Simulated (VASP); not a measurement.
Level of theory: PBE GGA with D4 dispersion, VASP's PBE PAW potentials (set 64) (plane waves; VASP).

VASP input:

File KPOINTS:
```
Regular mesh
0
G
  16 16 16
```

INCAR:
```
ALGO=Normal
EDIFF=1E-7
ENCUT=520
GGA=PE
ISIF=2
ISMEAR=1
IVDW=13
LASPH=.TRUE.
LCHARG=.FALSE.
LMAXMIX=4
LREAL=.FALSE.
LWAVE=.FALSE.
NELM=100
PREC=Accurate
SIGMA=0.1
SYSTEM=Nb
```

### POSCAR
```
Nb
1
   -1.6284708320     1.6284708320     1.6284708320
    1.6284708320    -1.6284708320     1.6284708320
    1.6284708320     1.6284708320    -1.6284708320
Nb
1
Direct
  0.0000000000   0.0000000000   0.0000000000
```

POTCAR, in this order: Nb_sv (PBE.64 set). Program: vasp_std.

Task: Predict the energy per atom (σ→0), dispersion energy, pressure, band gap (on the k-mesh).

Result: 
| Property | Value |
|---|---|
| energy per atom (σ→0) | -10.544 eV/atom |
| dispersion energy | -0.348 eV |
| band gap (on the k-mesh) | none (metal, semimetal or under 0.01 eV) |
| pressure | 52.2 kbar |

### OSZICAR
```
...
DAV:   8    -0.101966409046E+02   -0.59364E-02   -0.13264E-02  3400   0.182E+00    0.411E-02
DAV:   9    -0.101967130161E+02   -0.72111E-04   -0.11679E-03  4958   0.312E-01    0.517E-02
DAV:  10    -0.101967343650E+02   -0.21349E-04   -0.31494E-05  3750   0.853E-02    0.226E-02
DAV:  11    -0.101967264391E+02    0.79259E-05   -0.92746E-06  3166   0.642E-02    0.447E-03
DAV:  12    -0.101967262476E+02    0.19150E-06   -0.35017E-07  4176   0.690E-03    0.194E-03
DAV:  13    -0.101967260373E+02    0.21036E-06   -0.27373E-08  1732   0.277E-03    0.487E-04
DAV:  14    -0.101967260223E+02    0.14940E-07   -0.70595E-09  1668   0.152E-03
   1 F= -.10544314E+02 E0= -.10544288E+02  d E =-.757928E-04
```

The compound is Nb in the bcc structure. This cell is one point of a volume scan, at 0.97 of the reference volume.
